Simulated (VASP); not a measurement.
# GW on InP, part 4 of 4

How does the gap of InP change from the starting functional to GW? The cell is of the zinc-blende type, one of the forms listed for this formula, which need not be the common one. The start is a cell from a database of measured crystal structures.

VASP 6.6.1, plane waves and PAW; the level of theory is named at each step.

So far, quasiparticle gap on the mesh (eV): step 4 (evGW0) 1.34. Also gap on the k-mesh (eV): step 3 (empty bands, functional PBE) 0.679; step 6 (orbitals for another starting point) 0.679.

## (7) Another starting point

This step: HSE06; plane waves and PAW (In_d_GW, P_GW) (VASP 6.6.1).

To see how much the result owes to its start, the ground state is made again with HSE06. EDIFF is tight for accurate orbitals, and a narrow smearing avoids fractional occupations.

File INCAR:

```
SYSTEM = InP
PREC = Accurate
ENCUT = 300
EDIFF = 1E-08
NELM = 100
ISMEAR = 0
SIGMA = 0.01
LREAL = .FALSE.
ALGO = Normal
LHFCALC = .TRUE.
AEXX = 0.25
GGA = PE
HFSCREEN = 0.2
LASPH = .TRUE.
NBANDS = 15
PRECFOCK = Fast
LORBIT = 11
LWAVE = .TRUE.
LCHARG = .FALSE.
KPAR = 8
```

File POSCAR:

```
InP
1.0
    0.0000000000      2.9343500000      2.9343500000
    2.9343500000      0.0000000000      2.9343500000
    2.9343500000      2.9343500000      0.0000000000
In P
1 1
Direct
    0.0000000000      0.0000000000      0.0000000000
    0.2500000000      0.2500000000      0.2500000000
```

File KPOINTS:

```
Automatic mesh
0
Gamma
6 6 6
0 0 0
```

The projector-augmented-wave data sets are In_d_GW and P_GW (PBE family, release 64).

The WAVECAR or CHGCAR of an earlier step is read.

On the command line:

```
$ mpirun -np 8 vasp_std
```

Output:

```text
[banner, memory and clock lines left out]
running    8 mpi-ranks, on    1 nodes
 distrk:  each k-point on    1 cores,    8 groups
 distr:  one band on    1 cores,    1 groups

 POSCAR found type information on POSCAR InP
 POSCAR found :  2 types and       2 ions
 [... a notice as in an earlier step ...]

 LDA part: xc-table for (Slater+PW92), standard interpolation
 found WAVECAR, reading the header
 POSCAR, INCAR and KPOINTS ok, starting setup
 FFT: planning ... GRIDC
 FFT: planning ... GRID_SOFT
 FFT: planning ... GRID
 reading WAVECAR
 the WAVECAR file was read successfully
 initial charge from wavefunction
 entering main loop
       N       E                     dE             d eps       ncg     rms          rms(c)
DAV:   1    -0.994175895794E+01   -0.99418E+01   -0.29407E-01   748   0.158E+01    0.601E-01
DAV:   2    -0.994580639780E+01   -0.40474E-02   -0.21987E-02   833   0.303E+00    0.522E-01
DAV:   3    -0.994534338070E+01    0.46302E-03   -0.19848E-03   824   0.160E+00    0.294E-01
DAV:   4    -0.994516617348E+01    0.17721E-03   -0.21296E-04   801   0.451E-01    0.165E-01
DAV:   5    -0.994511305034E+01    0.53123E-04   -0.40193E-05   664   0.143E-01    0.958E-02
DAV:   6    -0.994509609743E+01    0.16953E-04   -0.95456E-06   808   0.608E-02    0.577E-02
DAV:   7    -0.994508957666E+01    0.65208E-05   -0.19318E-06   753   0.280E-02    0.348E-02
DAV:   8    -0.994508709414E+01    0.24825E-05   -0.93339E-07   787   0.141E-02    0.210E-02
DAV:   9    -0.994508625921E+01    0.83493E-06   -0.37748E-07   872   0.751E-03    0.127E-02
DAV:  10    -0.994508596285E+01    0.29636E-06   -0.11887E-07   892   0.424E-03    0.768E-03
DAV:  11    -0.994508586137E+01    0.10148E-06   -0.39869E-08   810   0.271E-03    0.462E-03
DAV:  12    -0.994508582363E+01    0.37737E-07   -0.11228E-08   520   0.176E-03    0.280E-03
DAV:  13    -0.994508580540E+01    0.18236E-07   -0.14516E-08   595   0.131E-03    0.169E-03
DAV:  14    -0.994508579529E+01    0.10103E-07   -0.36635E-09   457   0.949E-04    0.103E-03
DAV:  15    -0.994508579056E+01    0.47341E-08   -0.29841E-09   450   0.822E-04
   1 F= -.99450858E+01 E0= -.99450858E+01  d E =-.158656E-12
 writing wavefunctions
```

The job ended after 6 min (8 MPI ranks of AMD EPYC 7R43, shared host; peak memory 1.7 GiB).

From OUTCAR (step 7):

```text
   k-points           NKPTS =     16   k-points in BZ     NKDIM =    216   number of bands    NBANDS=     15

   NELECT =      18.0000    total number of electrons

  exchange ACFDT corr.  =         0.00000000  see jH, gK, PRB 81, 115126

 E-fermi :   3.4973

 k-point     1 :       0.0000    0.0000    0.0000
  band No.  band energies     occupation
    ...
      5     -12.2553      2.00000
      6      -9.2705      2.00000
      7       3.4525      2.00000
      8       3.4525      2.00000
      9       3.4526      2.00000
     10       4.9215      0.00000
     11       8.3863      0.00000
     12       8.3863      0.00000
     13       8.3863      0.00000
     14      13.0161      0.00000
    ...

 POSITION                                       TOTAL-FORCE (eV/Angst)
 -----------------------------------------------------------------------------------
      0.00000      0.00000      0.00000         0.000000      0.000000      0.000000
      1.46717      1.46717      1.46717        -0.000000     -0.000000     -0.000000
 -----------------------------------------------------------------------------------
    total drift:                                0.000007      0.000006      0.000005

  FREE ENERGIE OF THE ION-ELECTRON SYSTEM (eV)
  ---------------------------------------------------
  free  energy   TOTEN  =        -9.9450857906 eV

  energy  without entropy=       -9.9450857906  energy(sigma->0) =       -9.94508579

[... 7 parts as in an earlier step ...]

[... 9 further parts left out ...]
```

The PAW data sets were made with PBE, which is usual practice but a small mismatch for other functionals.

This step gave:

- free energy (TOTEN): -9.945 eV
- Fermi energy: 3.497 eV
- gap on the k-mesh: 1.469 eV
- least direct gap on the k-mesh: 1.469 eV

## (8) Empty bands, functional HSE06

ALGO = Exact makes the empty bands from the converged ground state in one step. LOPTICS writes the k-derivatives of the orbitals (WAVEDER), which give the long-wavelength limit of the screening.

File INCAR:

```
SYSTEM = InP
PREC = Accurate
ENCUT = 300
ISMEAR = 0
SIGMA = 0.01
LREAL = .FALSE.
LHFCALC = .TRUE.
AEXX = 0.25
GGA = PE
HFSCREEN = 0.2
LASPH = .TRUE.
NBANDS = 328
PRECFOCK = Fast
ALGO = Exact
NELM = 1
LWAVE = .TRUE.
LCHARG = .FALSE.
LOPTICS = .TRUE.
NEDOS = 1000
CSHIFT = 0.1
```

POSCAR is that of step 7.

KPOINTS is that of step 7.

The WAVECAR or CHGCAR of an earlier step is read.

On the command line:

```
$ mpirun -np 8 vasp_std
```

Output:

```text
[... set-up lines as in an earlier step ...]
 entering main loop
       N       E                     dE             d eps       ncg     rms          rms(c)
DIA:   1    -0.994508578999E+01   -0.99451E+01    0.00000E+00     0   0.000E+00
   1 F= -.99450858E+01 E0= -.99450858E+01  d E =-.727519E-32
 writing wavefunctions
 optical routines
 imaginary and real dielectric function
 recalculating local potential from charge density
 direction            1
 direction            2
 direction            3
```

The job ended after 31 min (8 MPI ranks; peak memory 1.8 GiB; 4 h of CPU time).

OUTCAR, selected parts (step 8):

```text
 POSITION                                       TOTAL-FORCE (eV/Angst)
 -----------------------------------------------------------------------------------
      0.00000      0.00000      0.00000         0.000000      0.000000      0.000000
      1.46717      1.46717      1.46717        -0.000000     -0.000000     -0.000000
 -----------------------------------------------------------------------------------
    total drift:                                0.000011      0.000010      0.000007

  FREE ENERGIE OF THE ION-ELECTRON SYSTEM (eV)
  ---------------------------------------------------
  free  energy   TOTEN  =        -9.9450857900 eV

  energy  without entropy=       -9.9450857900  energy(sigma->0) =       -9.94508579

[... 2 parts as in an earlier step ...]

[... 1 further part left out ...]
[key lines of the parts left out:]
E-fermi :   3.5329
```

## (9) G0W0

This step: G0W0 on HSE06; plane waves and PAW (In_d_GW, P_GW) (VASP 6.6.1).

G0W0 keeps orbitals and screening fixed and shifts each of the lowest NBANDSGW levels once.

File INCAR:

```
SYSTEM = InP
PREC = Accurate
ENCUT = 300
ISMEAR = 0
SIGMA = 0.01
LREAL = .FALSE.
LHFCALC = .TRUE.
AEXX = 0.25
GGA = PE
HFSCREEN = 0.2
LASPH = .TRUE.
NBANDS = 328
PRECFOCK = Fast
ALGO = EVGW0
NELMGW = 1
ENCUTGW = 200
NOMEGA = 48
NBANDSGW = 24
LWAVE = .FALSE.
LCHARG = .FALSE.
```

POSCAR is that of step 8.

KPOINTS is that of step 8.

The WAVECAR or CHGCAR of an earlier step is read.

On the command line:

```
$ mpirun -np 8 vasp_std
```

Output:

```text
[banner, memory and clock lines left out]
running    8 mpi-ranks, on    1 nodes
 distrk:  each k-point on    8 cores,    1 groups
 distr:  one band on    1 cores,    8 groups

 POSCAR found type information on POSCAR InP
 POSCAR found :  2 types and       2 ions
 [... a notice as in an earlier step ...]

 [... a notice as in an earlier step ...]

 LDA part: xc-table for (Slater+PW92), standard interpolation
 found WAVECAR, reading the header
 POSCAR, INCAR and KPOINTS ok, starting setup
 FFT: planning ... GRIDC
 FFT: planning ... GRID_SOFT
 FFT: planning ... GRID
 reading WAVECAR
 the WAVECAR file was read successfully
 initial charge from wavefunction
 available memory per node:     92.85 GB, setting MAXMEM to     95074

 The Fermi energy was updated, please check that it is located mid-gap
 values below the HOMO (VB) or above the LUMO (CB) will cause erroneous energies
 E-fermi :   4.1870

 calculate exact exchange contribution
 the WAVEDER file was read successfully
energies w=
    0.000    0.000    0.569    0.000    1.135    0.000    1.697    0.000
    2.253    0.000    2.800    0.000    3.338    0.000    3.867    0.000
    4.385    0.000    4.894    0.000    5.394    0.000    5.885    0.000
    6.370    0.000    6.849    0.000    7.324    0.000    7.796    0.000
    8.268    0.000    8.741    0.000    9.218    0.000    9.700    0.000
   10.191    0.000   10.693    0.000   11.209    0.000   11.742    0.000
   12.297    0.000   12.878    0.000   13.490    0.000   14.139    0.000
   14.832    0.000   15.578    0.000   16.388    0.000   17.274    0.000
   18.254    0.000   19.346    0.000   20.579    0.000   21.985    0.000
   23.613    0.000   25.524    0.000   27.805    0.000   30.583    0.000
   34.045    0.000   38.485    0.000   44.384    0.000   52.597    0.000
   64.794    0.000   84.745    0.000  123.125    0.000  226.711    0.000
 responsefunction array rank=     336
 LDA part: xc-table for (Slater+PW92), standard interpolation

 min. memory requirement per mpi rank    406.2 MB, per node   3249.2 MB

 allocating   6 responsefunctions rank=   336
 shmem allocating  48 responsefunctions rank=   336
 response function shared by NCSHMEM nodes    1
 Doing            6  frequencies on each core in blocks of           48
NQ=   1    0.0000    0.0000    0.0000,
|.........|.........|.........|.........|.........|.........|.........|.........
 performed       1492000 updates of chi_q(r,r)
 total number of BLAS operations       1307.87 Gflops
NQ=   2    0.1667    0.0000    0.0000,
|.........|.........|.........|.........|.........|.........|.........|.........
 performed       4054000 updates of chi_q(r,r)
 total number of BLAS operations       3407.29 Gflops
NQ=   3    0.3333    0.0000    0.0000,
|.........|.........|.........|.........|.........|.........|.........|.........
 performed       6616000 updates of chi_q(r,r)
 total number of BLAS operations       5667.12 Gflops
NQ=   4    0.5000    0.0000    0.0000,
|.........|.........|.........|.........|.........|.........|.........|.........
 performed       8800000 updates of chi_q(r,r)
 total number of BLAS operations       7593.76 Gflops
NQ=   5    0.1667    0.1667    0.0000,
|.........|.........|.........|.........|.........|.........|.........|.........
 performed      11362000 updates of chi_q(r,r)
 total number of BLAS operations       9786.03 Gflops
NQ=   6    0.3333    0.1667    0.0000,
|.........|.........|.........|.........|.........|.........|.........|.........
 performed      15278000 updates of chi_q(r,r)
 total number of BLAS operations      13116.09 Gflops
NQ=   7    0.5000    0.1667    0.0000,
|.........|.........|.........|.........|.........|.........|.........|.........
 performed      19194000 updates of chi_q(r,r)
 total number of BLAS operations      16344.78 Gflops
NQ=   8   -0.3333    0.1667    0.0000,
|.........|.........|.........|.........|.........|.........|.........|.........
 performed      23110000 updates of chi_q(r,r)
 total number of BLAS operations      19573.46 Gflops
NQ=   9   -0.1667    0.1667    0.0000,
|.........|.........|.........|.........|.........|.........|.........|.........
 performed      26522000 updates of chi_q(r,r)
 total number of BLAS operations      22386.85 Gflops
NQ=  10    0.3333    0.3333    0.0000,
|.........|.........|.........|.........|.........|.........|.........|.........
 performed      29084000 updates of chi_q(r,r)
 total number of BLAS operations      24525.82 Gflops
NQ=  11    0.5000    0.3333    0.0000,
|.........|.........|.........|.........|.........|.........|.........|.........
 performed      33000000 updates of chi_q(r,r)
 total number of BLAS operations      27855.87 Gflops
NQ=  12   -0.3333    0.3333    0.0000,
|.........|.........|.........|.........|.........|.........|.........|.........
 performed      36412000 updates of chi_q(r,r)
 total number of BLAS operations      30704.42 Gflops
NQ=  13    0.5000    0.5000    0.0000,
|.........|.........|.........|.........|.........|.........|.........|.........
 performed      38376000 updates of chi_q(r,r)
 total number of BLAS operations      32374.65 Gflops
NQ=  14    0.5000    0.3333    0.1667,
|.........|.........|.........|.........|.........|.........|.........|.........
 performed      42765000 updates of chi_q(r,r)
 total number of BLAS operations      36060.63 Gflops
NQ=  15   -0.3333    0.3333    0.1667,
|.........|.........|.........|.........|.........|.........|.........|.........
 performed      46902000 updates of chi_q(r,r)
 total number of BLAS operations      39535.06 Gflops
NQ=  16   -0.3333    0.5000    0.1667,
|.........|.........|.........|.........|.........|.........|.........|.........
 performed      50330000 updates of chi_q(r,r)
 total number of BLAS operations      42522.13 Gflops
 resolving degeneracies of screened two electron integrals

 calculate QP shifts <psi_nk| G(iteration)W_0 |psi_nk>: iteration 1
 entering main loop
```

Run time: 17 min. Hardware: 8 MPI ranks; peak memory 4 GiB.

Parts of OUTCAR (step 9):

```text
   NELECT =      18.0000    total number of electrons

 E-fermi :   4.1870

 QP shifts <psi_nk| G(iteration)W_0 |psi_nk>: iteration 1
 for sc-GW calculations column KS-energies equals QP-energies in previous step
 and V_xc(KS)=  KS-energies - (<T + V_ion + V_H > + <T+V_H+V_ion>^1  + <V_x>^1)
 k-point   1 :       0.0000    0.0000    0.0000
  band No.  KS-energies  QP-energies   sigma(KS)   V_xc(KS)     V^pw_x(r,r')   Z            occupation Imag(sigma)
    ...
      6      -9.2705      -8.8365     -12.2888     -12.9563     -18.2563       0.6502       2.0000       0.8210
      7       3.4525       3.0905     -13.1092     -12.6425     -13.9302       0.7758       2.0000       0.0027
      8       3.4525       3.0905     -13.1092     -12.6425     -13.9302       0.7758       2.0000       0.0027
      9       3.4525       3.0905     -13.1092     -12.6425     -13.9302       0.7758       2.0000       0.0027
     10       4.9215       4.7296     -10.6263     -10.3843      -6.8137       0.7931       0.0000      -0.0724
     11       8.3863       8.2387      -9.6849      -9.4973      -5.4372       0.7863       0.0000      -0.0832
     12       8.3863       8.2387      -9.6849      -9.4973      -5.4372       0.7863       0.0000      -0.0832
     13       8.3863       8.2387      -9.6849      -9.4973      -5.4372       0.7863       0.0000      -0.0832
    ...

 k-point   2 :       0.1667    0.0000    0.0000
  band No.  KS-energies  QP-energies   sigma(KS)   V_xc(KS)     V^pw_x(r,r')   Z            occupation Imag(sigma)
    ...
      6      -8.9321      -8.5206     -12.4447     -13.0625     -18.2806       0.6661       2.0000       0.8047
      7       1.1778       0.8508     -12.4464     -12.0169     -13.7304       0.7616       2.0000       0.0233
      8       3.1272       2.7659     -12.9390     -12.4726     -13.8450       0.7745       2.0000       0.0035
      9       3.1272       2.7659     -12.9390     -12.4726     -13.8450       0.7745       2.0000       0.0035
     10       6.0198       5.8444     -10.5115     -10.2894      -6.6028       0.7898       0.0000      -0.0752
     11       8.7960       8.5886      -9.9244      -9.6574      -5.5392       0.7768       0.0000      -0.0949
     12       8.8585       8.6995      -9.8004      -9.5967      -5.4179       0.7805       0.0000      -0.0891
     13       8.8585       8.6995      -9.8004      -9.5967      -5.4179       0.7805       0.0000      -0.0891
    ...

[... 8 parts as in an earlier step ...]

[... 8 further parts left out ...]
```

Numbers from this step:

- quasiparticle gap on the mesh: 1.639 eV
- smallest direct quasiparticle gap on the mesh: 1.639 eV
- gap of the starting orbitals on the mesh: 1.469 eV

GW takes the gap from 1.469 to 1.639 eV. That is +403 meV against the one-shot pass on PBE. Spin-orbit coupling is left out. The value holds for 328 bands, ENCUTGW = 200 eV and this mesh, and isn't shown to be converged in them.

## (10) Summary

This step: GW series: evGW0 on PBE, G0W0 on HSE06; plane waves and PAW (VASP 6.6.1).

This step runs nothing: it gathers the runs above.

Cost is wall time times ranks on a shared host, with the step that makes the empty bands. GW runs:

```csv
level,bands,ENCUTGW (eV),NOMEGA,k mesh,starting gap (eV),quasiparticle gap (eV),direct gap (eV),cost (core minutes)
evGW0 on PBE,328,200,48,6x6x6,0.6789,1.342,1.342,470.1
G0W0 on HSE06,328,200,48,6x6x6,1.469,1.639,1.639,385.1
```

## (11) Outcome

* evGW0 on PBE, 328 bands, ENCUTGW 200 eV, NOMEGA 48, mesh 6×6×6: 0.679 → 1.342 eV
* G0W0 on HSE06, 328 bands, ENCUTGW 200 eV, NOMEGA 48, mesh 6×6×6: 1.469 → 1.639 eV

**Reading.** evGW0 gives a quasiparticle gap of 1.342 eV on the mesh, 0.66 eV over the PBE gap on the same mesh. On mesh and path the starting valence top lies at Γ and the conduction bottom at Γ, so the starting gap is direct. Both points lie on the GW mesh. Over the final values of the levels run here the gap spans 1.34 to 1.64 eV. In evGW0 the first pass, which is the one-shot result, gives 1.236 eV and pass 4 gives 1.342 eV; the last pass changed the gap by +3 meV, so the loop is converged. One-shot gaps: 1.236 eV from PBE and 1.639 eV from HSE06. The starting gaps span 0.79 eV and the one-shot gaps 0.40 eV. Bands, response cutoff and mesh weren't tested for convergence. The QPGW0 run ended without a result (timeout). In In_d_GW the d shell is in the valence without all the semicore s and p states of the same shell; those stay frozen in the core, and how far that moves the GW gap wasn't tested here. Spin-orbit coupling is left out; with In in the cell it can split or shift band edges, by an amount that depends on which atoms form them and isn't tested here. Not tabulated here, as repeats of values shown or as unfit to read for their mesh, reference level or band range: eps2 curves (empty bands); eps1 curves and static values (empty bands); gaps (empty bands).

[Lines on the potential files, build, host, timing and source positions are cut from VASP's logs without a mark.]

[Logs are printed without paths, hosts, clocks, repeated set-up lines and the standing remarks that a program may print on its own settings, such as how far it seeks lower states.]

[Hosts, paths, dates, database ids (printed as entryN), source tags and the programs' standing remarks are cut or masked in the printed files.]

[Pressures printed for these runs are not shown converged in the cutoff: they can be off by several GPa and have the wrong sign.]

[In band tables of VASP the shares of atoms and orbitals are scaled to a sum of 1 inside the atoms' spheres.]
